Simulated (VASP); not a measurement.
The system is TiN.

```
CELL_PARAMETERS angstrom
0.00000 2.10500 2.10500
2.10500 0.00000 2.10500
2.10500 2.10500 0.00000
ATOMIC_POSITIONS crystal
Ti 0.00000 0.00000 0.00000
N 0.50000 0.50000 0.50000
```

The cell was built by a generator and needn't be a form met in nature.

| Item | Value |
| --- | --- |
| Program | VASP 6.6.1 |
| Task | relaxation of cell and atoms |
| Functional | r2SCAN |
| Dispersion | rVV10 |
| Potentials or basis | VASP PAW PBE potentials, release 64 (Ti_sv, N) |
| Cutoff | 600 eV |
| k mesh | 18 × 18 × 18 |
| Occupations | methfessel-paxton, width 0.1 eV |
| Spin | no spin polarisation |

At the start: pressure 5.0 GPa; volume 9.33 Å³/atom.

**Question.** Where does the relaxation end?

**Answer.** Over 3 steps the energy falls by 2.3 meV/atom and the volume is 9.48 Å³/atom (+1.6 %); space group Fm-3m (No. 225, to 0.05 Å).

Step by step:
| step | energy change (eV) | largest force (eV/Å) | pressure (GPa) | volume (Å³) |
| --- | --- | --- | --- | --- |
| 1 | 0.0000 | 0.0000 | 4.99 | 18.65 |
| 2 | 0.0067 | 0.0000 | -7.14 | 19.45 |
| 3 | -0.0047 | 0.0000 | -0.07 | 18.96 |

Final structure:
```
CELL_PARAMETERS angstrom
0.00000 2.11638 2.11638
2.11638 0.00000 2.11638
2.11638 2.11638 0.00000
ATOMIC_POSITIONS crystal
Ti 0.00000 0.00000 0.00000
N 0.50000 0.50000 0.50000
```

Caveat: the PAW data sets were made with another functional, which shifts forces and pressure a little.
